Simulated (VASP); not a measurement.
The system is Sn.

```xyz
2
Lattice="0.0000 3.2333 3.2333 3.2333 0.0000 3.2333 3.2333 3.2333 0.0000" Properties=species:S:1:pos:R:3 pbc="T T T"
Sn    0.0000    0.0000    0.0000
Sn    1.6167    1.6167    1.6167
```

This isn't the form of Sn at room conditions, which is tetragonal (white tin).

| Quantity | Value |
| --- | --- |
| Program | VASP 6.6.1 |
| Task | relaxation of cell and atoms |
| Functional | PBEsol |
| Potentials or basis | VASP PAW PBE potentials, release 64 (Sn_d) |
| Cutoff | 600 eV |
| k mesh | 10 × 10 × 10 |
| Occupations | gaussian, width 0.03 eV |
| Spin | no spin polarisation |

At the start: pressure 1.5 GPa; volume 33.80 Å³/atom.

Problem. Where does the relaxation end?

Solution. Over 3 steps the energy falls by 4.9 meV/atom and the volume is 34.92 Å³/atom (+3.3 %); space group Fd-3m (No. 227, to 0.05 Å).

Step by step:
```tsv
step	energy change (eV)	largest force (eV/Å)	pressure (GPa)	volume (Å³)
1	0.0000	0.0000	1.47	67.61
2	-0.0086	0.0000	-0.46	70.69
3	-0.0099	0.0000	0.00	69.84
```

Final structure:
```cif
data_structure
_symmetry_space_group_name_H-M 'P 1'
_symmetry_Int_Tables_number 1
_cell_length_a 4.6225
_cell_length_b 4.6225
_cell_length_c 4.6225
_cell_angle_alpha 60.000
_cell_angle_beta 60.000
_cell_angle_gamma 60.000
_cell_volume 69.84
loop_
_atom_site_label
_atom_site_type_symbol
_atom_site_fract_x
_atom_site_fract_y
_atom_site_fract_z
_atom_site_occupancy
Sn1 Sn 0.00000 0.00000 0.00000 1
Sn2 Sn 0.25000 0.25000 0.25000 1
```

Caveat: the PAW data sets were made with another functional, which shifts forces and pressure a little.
